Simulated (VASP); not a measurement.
Here is the system:

```
CELL_PARAMETERS angstrom
      4.80351     0.00000     0.00000
      0.00000     4.80351     0.00000
      0.00000     0.00000     3.24378
ATOMIC_POSITIONS crystal
  Sn 0.00000 0.00000 0.00000
  Sn 0.50000 0.50000 0.50000
  O  0.30621 0.30621 0.00000
  O  0.80621 0.19379 0.50000
  O  0.19379 0.80621 0.50000
  O  0.69379 0.69379 0.00000
```

All values below come from revTPSS meta-GGA, VASP's PBE PAW potentials (set 64) (plane waves; VASP). Settings: 520 eV cut-off, 5×5×8 Γ-centred mesh, tetrahedra with Blöchl corrections, potentials Sn_d O.

The cores are frozen, which limits the accuracy of field gradients.

**Question.** Give the principal components of the electric field gradient (V/Å²) and the asymmetry η at each nucleus.

**Answer.** 
```json
[
 {"atom": "Sn1", "Vxx": "-47.1", "Vyy": "-4.4", "Vzz": "51.6", "η": "0.83"},
 {"atom": "Sn2", "Vxx": "-47.1", "Vyy": "-4.4", "Vzz": "51.6", "η": "0.83"},
 {"atom": "O3", "Vxx": "60.6", "Vyy": "48.3", "Vzz": "-108.9", "η": "0.11"},
 {"atom": "O4", "Vxx": "60.6", "Vyy": "48.3", "Vzz": "-108.9", "η": "0.11"},
 {"atom": "O5", "Vxx": "60.6", "Vyy": "48.3", "Vzz": "-108.9", "η": "0.11"},
 {"atom": "O6", "Vxx": "60.6", "Vyy": "48.3", "Vzz": "-108.9", "η": "0.11"}
]
```

The compound is SnO2 in the rutile structure. It was relaxed first.
